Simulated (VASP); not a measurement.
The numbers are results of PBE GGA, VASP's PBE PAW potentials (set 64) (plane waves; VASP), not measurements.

The input files of a VASP run:

**INCAR**
```
EDIFF=1E-5
ISMEAR=1   # Methfessel-Paxton
SYSTEM=TiC
LREAL=.FALSE.   # projection in real space or not
LCHARG=.FALSE.
ISIF=2   # forces and stress, cell fixed
EDIFFG=-0.03   # ionic stop
NELMIN=4
NSW=20
IBRION=2
LMAXMIX=4
NELM=100
SIGMA=0.1   # width (eV)
LASPH=.TRUE.
ALGO=Fast   # Davidson, then RMM-DIIS
LWAVE=.FALSE.
PREC=Normal
GGA=PE   # PBE
ENCUT=450   # plane-wave cut-off (eV)
```

### KPOINTS
```
kpoints
0
Gamma
  16 16 16
0 0 0
```

POSCAR:
```
TiC
1
    0.0000000000     2.1671127242     2.1671127242
    2.1671127242     0.0000000000     2.1671127242
    2.1671127242     2.1671127242     0.0000000000
Ti C
1 1
Direct
  0.0000000000   0.0000000000   0.0000000000
  0.5000000000   0.5000000000   0.5000000000
```

POTCAR, in this order: Ti_sv C (PBE.64 set). Program: vasp_std.

What VASP printed:

**OUTCAR**
```
 ion  position               nearest neighbor table
   1  0.000  0.000  0.000-   2 2.17   2 2.17   2 2.17   2 2.17   2 2.17   2 2.17
   2  0.500  0.500  0.500-   1 2.17   1 2.17   1 2.17   1 2.17   1 2.17   1 2.17
  LATTYP: Found a face centered cubic cell.
 ALAT       =     4.3342254484
 Subroutine PRICEL returns:
 Original cell was already a primitive cell.
 Subroutine GETGRP returns: Found 48 space group operations
The static configuration has the point symmetry O_h .
The dynamic configuration has the point symmetry O_h .
 Subroutine INISYM returns: Found 48 space group operations
 Subroutine IBZKPT returns following result:
 Found    145 irreducible k-points:

 Following reciprocal coordinates:
            Coordinates               Weight
  0.000000  0.000000  0.000000      1.000000
  0.062500  0.000000  0.000000      8.000000
  0.125000  0.000000  0.000000      8.000000
  0.187500  0.000000  0.000000      8.000000
  0.250000  0.000000  0.000000      8.000000
  0.312500  0.000000  0.000000      8.000000
  0.375000  0.000000  0.000000      8.000000
  0.437500  0.000000  0.000000      8.000000
  0.500000  0.000000  0.000000      4.000000
  0.062500  0.062500  0.000000      6.000000
  0.125000  0.062500  0.000000     24.000000
  0.187500  0.062500  0.000000     24.000000
  0.250000  0.062500  0.000000     24.000000
  0.312500  0.062500  0.000000     24.000000
  0.375000  0.062500  0.000000     24.000000
  0.437500  0.062500  0.000000     24.000000
  0.500000  0.062500  0.000000     24.000000
 -0.437500  0.062500  0.000000     24.000000
 -0.375000  0.062500  0.000000     24.000000
 -0.312500  0.062500  0.000000     24.000000
 -0.250000  0.062500  0.000000     24.000000
 -0.187500  0.062500  0.000000     24.000000
 -0.125000  0.062500  0.000000     24.000000
 -0.062500  0.062500  0.000000     12.000000
  0.125000  0.125000  0.000000      6.000000
  0.187500  0.125000  0.000000     24.000000
  0.250000  0.125000  0.000000     24.000000
  0.312500  0.125000  0.000000     24.000000
  0.375000  0.125000  0.000000     24.000000
  0.437500  0.125000  0.000000     24.000000
  0.500000  0.125000  0.000000     24.000000
 -0.437500  0.125000  0.000000     24.000000
 -0.375000  0.125000  0.000000     24.000000
 -0.312500  0.125000  0.000000     24.000000
 -0.250000  0.125000  0.000000     24.000000
 -0.187500  0.125000  0.000000     24.000000
 -0.125000  0.125000  0.000000     12.000000
  0.187500  0.187500  0.000000      6.000000
  0.250000  0.187500  0.000000     24.000000
  0.312500  0.187500  0.000000     24.000000
   k-points           NKPTS =    145   k-points in BZ     NKDIM =    145   number of bands    NBANDS=     12
   number of dos      NEDOS =    301   number of ions     NIONS =      2
   total plane-waves  NPLWV =   4096
   dimension x,y,z NGX =    16 NGY =   16 NGZ =   16
   dimension x,y,z NGXF=    32 NGYF=   32 NGZF=   32
   ions per type =               1   1
   PREC   = normal    normal or accurate (medium, high low for compatibility)
   ISTART =      0    job   : 0-new  1-cont  2-samecut
   ICHARG =      2    charge: 1-file 2-atom 10-const
   ISPIN  =      1    spin polarized calculation?
   LNONCOLLINEAR =      F non collinear calculations
   LSORBIT =      F    spin-orbit coupling
   INIWAV =      1    electr: 0-lowe 1-rand  2-diag
   ENCUT  =  450.0 eV  33.07 Ry    5.75 a.u.   5.30  5.30  5.30*2*pi/ulx,y,z
   NELM   =    100;   NELMIN=  4; NELMDL= -5     # of ELM steps
   EDIFF  = 0.1E-04   stopping-criterion for ELM
   LREAL  =      F    real-space projection
   NLSPLINE    = F    spline interpolate recip. space projectors
   LMAXMIX     =    4 max onsite mixed and CHGCAR
...
```

### OSZICAR
```
       N       E                     dE             d eps       ncg     rms          rms(c)
DAV:   1     0.108079688938E+03    0.10808E+03   -0.77485E+03  3484   0.145E+03
DAV:   2    -0.148505329284E+02   -0.12293E+03   -0.11691E+03  3616   0.359E+02
DAV:   3    -0.239034693728E+02   -0.90529E+01   -0.85900E+01  4640   0.927E+01
DAV:   4    -0.243108087903E+02   -0.40734E+00   -0.40679E+00  4444   0.190E+01
DAV:   5    -0.243244404529E+02   -0.13632E-01   -0.13631E-01  4740   0.305E+00    0.187E+01
RMM:   6    -0.190931439035E+02    0.52313E+01   -0.26977E+01  4229   0.467E+01    0.555E+00
RMM:   7    -0.185841783518E+02    0.50897E+00   -0.26168E+00  4077   0.186E+01    0.429E+00
RMM:   8    -0.186727552615E+02   -0.88577E-01   -0.11543E+00  4721   0.567E+00    0.302E+00
RMM:   9    -0.186876981388E+02   -0.14943E-01   -0.29404E-01  4408   0.439E+00    0.595E-01
RMM:  10    -0.187030145305E+02   -0.15316E-01   -0.15544E-01  4948   0.232E+00    0.670E-01
RMM:  11    -0.187070995160E+02   -0.40850E-02   -0.42985E-02  5080   0.123E+00    0.588E-01
RMM:  12    -0.187083641540E+02   -0.12646E-02   -0.19659E-02  4450   0.105E+00    0.244E-01
RMM:  13    -0.187087631892E+02   -0.39904E-03   -0.82035E-03  5151   0.567E-01    0.210E-01
RMM:  14    -0.187092819001E+02   -0.51871E-03   -0.65119E-03  4688   0.521E-01    0.107E-02
RMM:  15    -0.187095361700E+02   -0.25427E-03   -0.27518E-03  4490   0.285E-01    0.269E-02
RMM:  16    -0.187096909492E+02   -0.15478E-03   -0.17117E-03  4161   0.186E-01    0.673E-03
RMM:  17    -0.187097649521E+02   -0.74003E-04   -0.84392E-04  3786   0.134E-01    0.402E-03
RMM:  18    -0.187098272122E+02   -0.62260E-04   -0.69072E-04  3535   0.105E-01    0.413E-03
RMM:  19    -0.187098591344E+02   -0.31922E-04   -0.37590E-04  3305   0.872E-02    0.302E-03
RMM:  20    -0.187098869718E+02   -0.27837E-04   -0.31750E-04  3302   0.779E-02    0.554E-03
RMM:  21    -0.187099022404E+02   -0.15269E-04   -0.18807E-04  2944   0.638E-02    0.192E-03
RMM:  22    -0.187099161103E+02   -0.13870E-04   -0.16180E-04  2664   0.535E-02    0.179E-03
RMM:  23    -0.187099237144E+02   -0.76041E-05   -0.97604E-05  2618   0.480E-02
   1 F= -.18709924E+02 E0= -.18709750E+02  d E =-.187099E+02
```

**OUTCAR**
```
------------------------ aborting loop because EDIFF is reached ----------------------------------------
  FORCE on cell =-STRESS in cart. coord.  units (eV):
  Direction    XX          YY          ZZ          XY          YZ          ZX
  --------------------------------------------------------------------------------------
  Total       -0.0634160     -0.0634160     -0.0634160      0.0000000      0.0000000      0.0000000
  in kB       -4.9915434     -4.9915434     -4.9915434      0.0000000      0.0000000      0.0000000
  external PRESSURE =      -4.9915434 kB  Pullay stress =       0.0000000 kB
  volume of cell :       20.36
      direct lattice vectors                 reciprocal lattice vectors
     0.000000000  2.167112724  2.167112724    -0.230721731  0.230721731  0.230721731
     2.167112724  0.000000000  2.167112724     0.230721731 -0.230721731  0.230721731
     2.167112724  2.167112724  0.000000000     0.230721731  0.230721731 -0.230721731
 POSITION                                       TOTAL-FORCE (eV/Angst)
 -----------------------------------------------------------------------------------
      0.00000      0.00000      0.00000        -0.000000     -0.000000      0.000000
      2.16711      2.16711      2.16711         0.000000      0.000000     -0.000000
 -----------------------------------------------------------------------------------
    total drift:                                0.000000     -0.000000     -0.000000
  FREE ENERGIE OF THE ION-ELECTRON SYSTEM (eV)
  ---------------------------------------------------
  free  energy   TOTEN  =       -18.7099237144 eV

  energy  without entropy=      -18.7094031986  energy(sigma->0) =      -18.70975021

 reached required accuracy - stopping structural energy minimisation
```
(Selected blocks of OUTCAR.)

At this cut-off the stress carries a Pulay error, which pulls relaxed volumes low.

The compound is TiC in the rock salt structure. It was relaxed first.
